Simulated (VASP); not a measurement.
```
CELL_PARAMETERS angstrom
      0.00000     2.78630     2.78630
      2.78630     0.00000     2.78630
      2.78630     2.78630     0.00000
ATOMIC_POSITIONS crystal
  Ca 0.00000 0.00000 0.00000
```

The numbers are results of r2SCAN meta-GGA, VASP's PBE PAW potentials (set 64) (plane waves; VASP), not measurements. Run with 480 eV cut-off, 10×10×10 Γ-centred mesh, first-order Methfessel-Paxton smearing of 0.10 eV, potentials Ca_sv.

Stress in GPa, positive for a compressed cell; the cube axes lie along x, y and z, and the ions stay on their sites.

| strain | σxx | σyy | σzz |
|---|---|---|---|
| none | -0.03 | -0.03 | -0.03 |
| εxx = +1.5 %, εyy = +1.5 %, εzz = +1.5 % | -0.78 | -0.78 | -0.78 |
| εxx = +1.0 %, εyy = +1.0 %, εzz = +1.0 % | -0.55 | -0.55 | -0.55 |
| εzz = +1.0 % | -0.18 | -0.18 | -0.27 |
| εxx = -1.0 %, εyy = -1.0 %, εzz = -1.0 % | 0.55 | 0.55 | 0.55 |
| εyy = -1.0 %, εzz = -1.0 % | 0.29 | 0.38 | 0.38 |

Fit C11 and C12 to these rows, and predict the stress for εzz = -4.0 %.

Least squares on Δσ_i = −C11 ε_i − C12 (ε_j + ε_k) over all components shown gives C11 = 24 GPa and C12 = 15 GPa, and so σxx, σyy, σzz = 0.55, 0.55, 0.91 GPa. The run gave 0.65, 0.65, 1.00 GPa; the difference holds the non-linear terms and numerical noise.

Left out are shears, moved atoms, failed runs and, from the fit, strains over 2.5 %.

The compound is Ca in the fcc structure.
